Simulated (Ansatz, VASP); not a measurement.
# InH: VASP beside Ansatz

Wanted: the spread between two codes on one cell, functional and k mesh. The cell is generated by rule, not measured, and may not be a known phase. The cell is taken from a series of runs on this material, whose earlier steps may have relaxed, scaled, displaced or heated it; both programs get it as it stands.

Method: plane waves, with VASP 6.6.1 beside it; single point at PBE, in Ansatz 0.2.0.

The structure was built from a prototype and need not be the compound's stable phase.

### 1. The starting structure

The structure is trigonal, space group R3m (No. 160). The conventional cell has a = 4.490 Å, b = 4.490 Å, c = 5.499 Å, α = 90.00°, β = 90.00°, γ = 120.00°. Nearest to In lie 1 H at 2.61 Å. Nearest to H lie 1 In at 2.61 Å. Farther neighbours are not listed.

### 2. Ansatz: single point, PBE, pair 1

Ansatz runs on its default PAW (the set named soft_2) files.

A single point gives forces, pressure and levels at one fixed geometry, so differences don't come from the geometry; what else differs is listed under the comparison.

Input file input.yaml:

```yaml
crystal:
  lattice:
    - [3.1749981601, 0.0, 0.0]
    - [0.0, 3.1749981601, 0.0]
    - [0.0, 0.0, 3.1749981601]
  atoms:
    - { symbol: In, position: [0.0002234984, -0.0002234984, -0.0002234984] }
    - { symbol: H, position: [0.4745420206, 0.5254579794, 0.5254579794] }
kpoints:
  mp_grid: { grid: [12, 12, 12] }
hamiltonian:
  xc: pbe
scf:
  occupations: { method: methfessel_paxton, width: 0.15 }
output:
  forces: true
  stress: true
  eigenvalues: true
  write_density: true
  write_potential: true
  elf: true
  volumetric_format: npy
```

On the command line:

```console
ansatz run input.yaml --threads 4 --pin off --max-ram 7168MiB --backend cpu --events-out ev --progress --plain --runs-dir out
```

Numbers of over 12 decimals in the logs are rounded to 6 here.

The program printed:

```text
Engine: ansatz 0.2.0, aarch64-unknown-linux-gnu
Pseudopotentials: kind: paw
Pseudopotential: In, paw, valence charge 13, recommended cutoff 420 eV (normal), In.paw.azcp
Pseudopotential: H, paw, valence charge 1, recommended cutoff 420 eV (normal), H.paw.azcp
Functional definition: PBE
  parameter kappa = 0.804
  parameter beta = 0.066725
  exchange = pbe_x(kappa = kappa, mu = beta*pi^2/3)
  correlation = pbe_c(beta = beta)
Crystal: 2 atoms, lattice volume = 32.006 Å³
Basis set: ecut = 420 eV, 619 PW (Γ), exchange–correlation on 48×48×48 points (8 copies of the dense FFT grid, shifted against one another)
Bands: 11, of which v1, the nominal top of the filled ones, is band 7 counted from 1 (6 counted from 0)
Symmetry: 6 space group operations
Space group: R3m (ITA 160), of the structure as read, at distance tolerance 3.2e-5 Å
k-points: 189 of 1728 (time reversal used)
Non-local potential: In, projectors of the file, l = 0: 2, l = 1: 2, l = 2: 2, l = 3: 2
Non-local potential: H, projectors of the file, l = 0: 2, l = 1: 1
PAW form: soft (Blöchl's): semilocal exchange-correlation on the pseudo side does not see the compensation charge
PAW one-centre angular grid: In, 590 points (default); XC on 64 Gauss nodes
PAW one-centre angular grid: H, 110 points (default); XC on 64 Gauss nodes
Initial density: superposition of atomic densities (neutral atoms: chi_scale 0, normalization atom), corrected by the library's trained network
Initial wavefunctions: pseudopotential atomic-orbital guess
Functional: x = pbe(κ = 0.804, μ = 0.219515), c = pbe(β = 0.066725)
SCF iter   1: F=—  HF=-5612.615358 eV  |F-HF|=—  |Δ(HF+E_count)|=         —  Δρ=1.63e-3  dr2=1.16e-3  ethr=1.77e-3  ⟨swp⟩=5.0  Hψ=11847  notcnv=0
preconditioner: auto → none  [insulator: Δε(μ)=0.182 eV  Ē_g=17.426 eV  σ=0.150 eV  W_gap=0.59  n_scr=6 (ndim 8)  ℏωp=24.6 eV  f_vac=0.000  D(μ)=0.18/eV (n_scr^D=0)  ε∞_Penn≈3.0]
SCF iter   2: F=—  HF=-5612.614540 eV  |F-HF|=—  |Δ(HF+E_count)|=   8.18e-4  S|Δr|=    0.00e0  Δρ=4.18e-4  dr2=2.11e-5  ethr=8.32e-6  ⟨swp⟩=1.8  Hψ=4266  notcnv=0
SCF iter   3: F=—  HF=-5612.614582 eV  |F-HF|=—  |Δ(HF+E_count)|=   4.21e-5  S|Δr|=    0.00e0  Δρ=2.01e-4  dr2=4.91e-6  ethr=1.50e-7  ⟨swp⟩=1.9  Hψ=2697  notcnv=0
SCF iter   4: F=-5612.614597 eV  HF=-5612.614597 eV  |F-HF|=3.12e-8  |Δ(HF+E_count)|=   1.49e-5  S|Δr|=    0.00e0  Δρ=1.22e-5  dr2=5.59e-8  ethr=7.14e-10  ⟨swp⟩=7.9  Hψ=15214  notcnv=0
SCF 1 converged in 4 iterations: F = -5612.614597 eV  dr2 = 5.59e-8
  greatest PAW one-centre occupation: 0.983 electrons in one spin orbital (limit 2), on the In atom at site 0 (counted from 0), in its partial waves of l = 2
SCF converged after 4 iterations
Stability not checked: this state was not tested for a lower state beside it, because cold or Methfessel-Paxton smearing, or corrected tetrahedra, fill the levels in a way that the test cannot read (fill_not_monotonic; see scf.lower_state_search)
Free energy (F): -5612.614597 eV
Harris-Foulkes:  -5612.614597 eV  (|F-HF|=3.12e-8)
Internal energy: -5612.615525 eV  (E = F + TS)
E sigma→0 (E₀):  -5612.614829 eV
Entropy (-TS):   0.000928 eV (0.464 meV/atom)
Fermi energy:    8.243182 eV
Step filling:    the computed levels leave a gap of 0.0679 eV = 0.5 smearing widths at the electron count; against every level under it full and every level over it empty, smearing changes F+E_penalty+E_count by +0.325 meV and its σ→0 estimate by +0.093 meV
--- Per-component energies (eV) ---
  E_band       = -46.318786
  E_kinetic    = 252.372578
  E_local      = -1173.634477  (includes V_loc(G=0)·N_el)
  E_nonlocal   = 367.429310
  E_hartree    = 458.051368
  E_xc         = -224.388260
  E_vxc        = -110.713815  (∫ρ·V_xc dr)
  E_paw        = -4151.623437  (= ΣΔE_a)
  E_vpaw       = -297.879957  (= ΣTr[D̂ρ^β])
  E_aug_tail   = -0.000987  (compensation charges beyond the density's cutoff)
  E_ewald      = -1140.821620
  E_smearing   = 0.000928  (= −TS)
  E_closure    = -0.000000  (closes the sum)
  Σ components = -5612.614597   (vs F -5612.614597, Δ=0.00e0)
--- Forces (eV/Å), atoms counted from 1 ---
  atom   1  In     0.07793983    -0.07793983    -0.07793983
  atom   2  H     -0.07795360     0.07795360     0.07795360
  max |Σ_I F_I| component: 1.38e-5 eV/Å
--- Stress (GPa, compression-positive) ---
        0.070442       0.115982       0.115982
        0.115982       0.070442      -0.115982
        0.115982      -0.115982       0.070442
  P = ⅓ Tr σ = 0.0704 GPa (0.704 kbar)
--- Band table (eV; the first three rows and the last of 189) ---
  k-point 0: bands = [... 3 lower, -6.1867, -6.1853, -1.3183, 10.3976, 14.2552, 14.2552, 14.3076, 17.6111]
  k-point 1: bands = [... 3 lower, -6.1958, -6.1853, -1.2098, 10.0108, 13.6832, 14.3788, 14.4442, 17.6829]
  k-point 2: bands = [... 3 lower, -6.2229, -6.1831, -0.8823, 8.8653, 13.1417, 14.7423, 14.7946, 17.8992]
  k-point 188: bands = [... 3 lower, -6.0315, -6.0315, 6.9052, 9.7159, 9.8891, 9.8955, 9.8955, 14.0006]
```

The column dr2 measures how far the density is from self-consistency, as an energy; F and HF (Harris–Foulkes) agree once it is small.

The run ends at a pressure of 0.07 GPa, with forces up to 0.14 eV/Å.

### 3. VASP: single point, PBE, pair 1

The same cell, functional, mesh and smearing now go to VASP, with its own data sets.

Lines of VASP's logs that name or quote its potential files are left out, and so is its time.

Input file INCAR:

```
SYSTEM = InH
PREC = Accurate
ENCUT = 500
EDIFF = 1E-06
NELM = 120
ISMEAR = 1
SIGMA = 0.15
LREAL = .FALSE.
ALGO = Normal
GGA = PE
NBANDS = 13
LORBIT = 11
LWAVE = .FALSE.
LCHARG = .FALSE.
ISIF = 2
LASPH = .TRUE.
GGA_COMPAT = .FALSE.
```

Input file POSCAR:

```
InH
1.0
    3.1749981601      0.0000000000      0.0000000000
    0.0000000000      3.1749981601      0.0000000000
    0.0000000000      0.0000000000      3.1749981601
In H
1 1
Direct
    0.0002234984      0.9997765016      0.9997765016
    0.4745420206      0.5254579794      0.5254579794
```

Input file KPOINTS:

```
Automatic mesh
0
Gamma
12 12 12
0 0 0
```

Potentials, in the order of the species: In_d and H (PBE family, release 64).

On the command line:

```console
mpirun -np 1 vasp_std
```

The program printed:

```text
[banner, memory and clock lines left out]
running    1 mpi-ranks, on    1 nodes
 distrk:  each k-point on    1 cores,    1 groups
 distr:  one band on    1 cores,    1 groups

 POSCAR found type information on POSCAR InH
 POSCAR found :  2 types and       2 ions
 LDA part: xc-table for (Slater+PW92), standard interpolation
 POSCAR, INCAR and KPOINTS ok, starting setup
 FFT: planning ... GRIDC
 FFT: planning ... GRID_SOFT
 FFT: planning ... GRID
 WAVECAR not read
 entering main loop
       N       E                     dE             d eps       ncg     rms          rms(c)
DAV:   1     0.811069108943E+02    0.81107E+02   -0.66647E+03  4959   0.132E+03
DAV:   2    -0.784253208774E+00   -0.81891E+02   -0.79081E+02  5224   0.289E+02
DAV:   3    -0.502375026636E+01   -0.42395E+01   -0.42193E+01  5889   0.653E+01
DAV:   4    -0.512094030197E+01   -0.97190E-01   -0.97158E-01  6147   0.998E+00
DAV:   5    -0.512537185407E+01   -0.44316E-02   -0.44314E-02  6857   0.184E+00    0.303E+00
DAV:   6    -0.486983641970E+01    0.25554E+00   -0.38921E-01  6583   0.618E+00    0.128E+00
DAV:   7    -0.484189989817E+01    0.27937E-01   -0.11717E-01  6319   0.201E+00    0.498E-01
DAV:   8    -0.484247312800E+01   -0.57323E-03   -0.11922E-02  6044   0.112E+00    0.122E-01
DAV:   9    -0.484250506566E+01   -0.31938E-04   -0.14882E-04  7530   0.111E-01    0.869E-02
DAV:  10    -0.484252861414E+01   -0.23548E-04   -0.50954E-05  6475   0.107E-01    0.301E-02
DAV:  11    -0.484253069010E+01   -0.20760E-05   -0.26085E-06  5758   0.145E-02    0.130E-02
DAV:  12    -0.484253103516E+01   -0.34505E-06   -0.42110E-07  3547   0.804E-03
   1 F= -.48425310E+01 E0= -.48428402E+01  d E =0.927400E-03
```

Parts of OUTCAR (step 3):

```text
ion  position               nearest neighbor table
   1  0.000  1.000  1.000-
   2  0.475  0.525  0.525-

  LATTYP: Found a simple cubic cell.
 ALAT       =     3.1749981601

 Subroutine GETGRP returns: Found  6 space group operations
 (whereof  6 operations were pure point group operations)

The static configuration has the point symmetry C_3v.

 Found    189 irreducible k-points:

   k-points           NKPTS =    189   k-points in BZ     NKDIM =    189   number of bands    NBANDS=     13

   dimension x,y,z NGX =    24 NGY =   24 NGZ =   24
   dimension x,y,z NGXF=    48 NGYF=   48 NGZF=   48

   ENCUT  =  500.0 eV  36.75 Ry    6.06 a.u.   5.79  5.79  5.79*2*pi/ulx,y,z

   NELECT =      14.0000    total number of electrons

 k-points in reciprocal lattice and weights: Automatic mesh
   0.00000000  0.00000000  0.00000000       0.001
   0.08333333  0.00000000  0.00000000       0.003
   0.16666667  0.00000000  0.00000000       0.003
   0.25000000  0.00000000  0.00000000       0.003
   0.33333333  0.00000000  0.00000000       0.003
   0.41666667  0.00000000  0.00000000       0.003
   0.50000000  0.00000000  0.00000000       0.002
   0.08333333  0.08333333  0.00000000       0.003
   0.00000000  0.08333333  0.08333333       0.003
[...]
0.50000000  0.50000000  0.41666667       0.003
   0.50000000  0.50000000  0.50000000       0.001

 average (electrostatic) potential at core
       1 -95.4926       2 -30.2695

 E-fermi :   5.9240

 k-point     1 :       0.0000    0.0000    0.0000
  band No.  band energies     occupation
    ...
      2      -9.0414      2.00000
      3      -8.5035      2.00000
      4      -8.5035      2.00000
      5      -8.5020      2.00000
      6      -3.6370      2.00000
      7       8.0791     -0.00000
      8      11.9357      0.00000
      9      11.9357      0.00000
     10      11.9881      0.00000
     11      15.2962      0.00000
    ...

 k-point     2 :       0.0833    0.0000    0.0000
  band No.  band energies     occupation
    ...
      2      -9.0156      2.00000
      3      -8.5135      2.00000
      4      -8.5125      2.00000
      5      -8.5021      2.00000
      6      -3.5285      2.00000
      7       7.6920     -0.00000
      8      11.3642      0.00000
      9      12.0594      0.00000
     10      12.1248      0.00000
     11      15.3681      0.00000
    ...

 k-point     3 :       0.1667    0.0000    0.0000
  band No.  band energies     occupation
    ...
      2      -8.9453      2.00000
      3      -8.5405      2.00000
      4      -8.5396      2.00000
      5      -8.4998      2.00000
      6      -3.2010      2.00000
      7       6.5465     -0.00000
      8      10.8231      0.00000
      9      12.4231      0.00000
     10      12.4754      0.00000
     11      15.5846      0.00000
    ...

  Total       -0.0056637     -0.0056637     -0.0056637      0.0226919     -0.0226919      0.0226919
  in kB       -0.2835172     -0.2835172     -0.2835172      1.1359274     -1.1359274      1.1359274
  external PRESSURE =      -0.2835172 kB  Pullay stress =       0.0000000 kB

  energy-cutoff  :      500.00
  volume of cell :       32.01
      direct lattice vectors                 reciprocal lattice vectors
     3.174998160  0.000000000  0.000000000     0.314960812  0.000000000  0.000000000
     0.000000000  3.174998160  0.000000000     0.000000000  0.314960812  0.000000000
     0.000000000  0.000000000  3.174998160     0.000000000  0.000000000  0.314960812

 POSITION                                       TOTAL-FORCE (eV/Angst)
 -----------------------------------------------------------------------------------
      0.00071      3.17429      3.17429         0.077917     -0.077917     -0.077917
      1.50667      1.66833      1.66833        -0.077917      0.077917      0.077917
 -----------------------------------------------------------------------------------
    total drift:                                0.000027     -0.000027     -0.000027

  FREE ENERGIE OF THE ION-ELECTRON SYSTEM (eV)
  ---------------------------------------------------
  free  energy   TOTEN  =        -4.8425310352 eV

  energy  without entropy=       -4.8434584349  energy(sigma->0) =       -4.84284017

 total charge
# of ion       s       p       d       tot
------------------------------------------
    1        1.059   0.367   9.863  11.288
    2        0.439   0.005   0.000   0.443
--------------------------------------------------
tot          1.497   0.371   9.863  11.732

[... 3 further parts left out ...]
```

The run ends at a pressure of -0.03 GPa, with forces up to 0.13 eV/Å.

### 4. Side by side

Known differences besides the potentials themselves: the cutoff is 420 eV in Ansatz and 500 eV in VASP. Total energies have different zeros and are not compared.

Compared:

```tsv
quantity	Ansatz	VASP	difference
pressure (GPa)	0.07	-0.03	+0.10
```

Forces (eV/Å; atoms numbered as in POSCAR):

```tsv
atom	Ansatz x, y, z	VASP x, y, z
In1	0.078, -0.078, -0.078	0.078, -0.078, -0.078
H2	-0.078, 0.078, 0.078	-0.078, 0.078, 0.078
```

The forces differ by 0.0 meV/Å r.m.s., which is 0.0 % of the r.m.s. force of 0.078 eV/Å (both taken over all components).

### 5. VASP: single point, PBE, pair 2

With cell and atoms fixed, the geometry can't cause a difference; cores, projectors, grids and the points listed under the comparison can.

INCAR is that of step 3.

Input file POSCAR:

```
InH
1.0
    3.1749981601      0.0000000000      0.0000000000
    0.0000000000      3.1749981601      0.0000000000
    0.0000000000      0.0000000000      3.1749981601
In H
1 1
Direct
    0.0003512118      0.9996487882      0.9996487882
    0.4599946038      0.5400053962      0.5400053962
```

KPOINTS is that of step 3.

On the command line:

```console
mpirun -np 1 vasp_std
```

The program printed:

```text
[... set-up lines as in an earlier step ...]
 entering main loop
       N       E                     dE             d eps       ncg     rms          rms(c)
DAV:   1     0.810982469156E+02    0.81098E+02   -0.66652E+03  4959   0.132E+03
DAV:   2    -0.794510935872E+00   -0.81893E+02   -0.79102E+02  5214   0.289E+02
DAV:   3    -0.503314329134E+01   -0.42386E+01   -0.42173E+01  5894   0.654E+01
DAV:   4    -0.513036247192E+01   -0.97219E-01   -0.97187E-01  6181   0.100E+01
[...]
DAV:  10    -0.485592468943E+01   -0.24709E-04   -0.50171E-05  6410   0.107E-01    0.297E-02
DAV:  11    -0.485592712070E+01   -0.24313E-05   -0.26468E-06  5729   0.150E-02    0.122E-02
DAV:  12    -0.485592754130E+01   -0.42059E-06   -0.40634E-07  3542   0.774E-03
   1 F= -.48559275E+01 E0= -.48562076E+01  d E =0.840294E-03
```

Parts of OUTCAR (step 5):

```text
  Total        0.0153289      0.0153289      0.0153289      0.0428682     -0.0428682      0.0428682
  in kB        0.7673444      0.7673444      0.7673444      2.1459268     -2.1459268      2.1459268
  external PRESSURE =       0.7673444 kB  Pullay stress =       0.0000000 kB

 POSITION                                       TOTAL-FORCE (eV/Angst)
 -----------------------------------------------------------------------------------
      0.00112      3.17388      3.17388         0.112135     -0.112135     -0.112135
      1.46048      1.71452      1.71452        -0.112135      0.112135      0.112135
 -----------------------------------------------------------------------------------
    total drift:                                0.000055     -0.000055     -0.000055

  FREE ENERGIE OF THE ION-ELECTRON SYSTEM (eV)
  ---------------------------------------------------
  free  energy   TOTEN  =        -4.8559275413 eV

  energy  without entropy=       -4.8567678353  energy(sigma->0) =       -4.85620764

[... 2 parts as in an earlier step ...]

[... 1 further part left out ...]
[key lines of the parts left out:]
E-fermi :   5.9182
```

The run ends at a pressure of 0.08 GPa, with forces up to 0.19 eV/Å.

[end of part 1 of 2]

[Lines on the potential files, build, host, timing and source positions are cut from VASP's logs without a mark.]

[Logs are printed without paths, hosts, clocks, repeated set-up lines and the standing remarks that a program may print on its own settings, such as how far it seeks lower states.]

[Hosts, paths, dates, database ids (printed as entryN), source tags and the programs' standing remarks are cut or masked in the printed files.]
